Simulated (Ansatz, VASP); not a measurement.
One calculation of SiAu3, two programs

```
Au Si
1.0
     0.00000    3.30749    3.30749
     3.30749    0.00000    3.30749
     3.30749    3.30749    0.00000
Au Si
3 1
Cartesian
  3.3075 3.3075 3.3075
  4.9612 4.9612 4.9612
  1.6537 1.6537 1.6537
  0.0000 0.0000 0.0000
```

Change from the starting cell: volume scaled by 1.02.

Alike in both runs: task single point; functional PBE; k mesh 7 × 7 × 7; occupations fermi-dirac, width 0.05 eV; no spin polarisation.

```csv
,VASP,Ansatz
version,VASP 6.6.1,Ansatz 0.2.0
potentials or method,"VASP PAW PBE potentials, release 64 (Au, Si)",Ansatz PAW
plane-wave cutoff (eV),520,420
valence electrons in the cell,37,61
```

Ansatz gave:

- gap on the k mesh at the Fermi level (eV): none
- pressure (GPa): -3.3

Question: Which values does VASP return?

Answer: gap on the k mesh at the Fermi level (eV): none; pressure (GPa): -3.5.

A gap of «none» marks a metal or a gap that the smearing closes. The functional is the same, so the differences come from potentials, cutoffs and numerics. The two sets of potentials don't hold the same shells in valence.

Spin-orbit coupling is left out, which matters for the levels of Au.
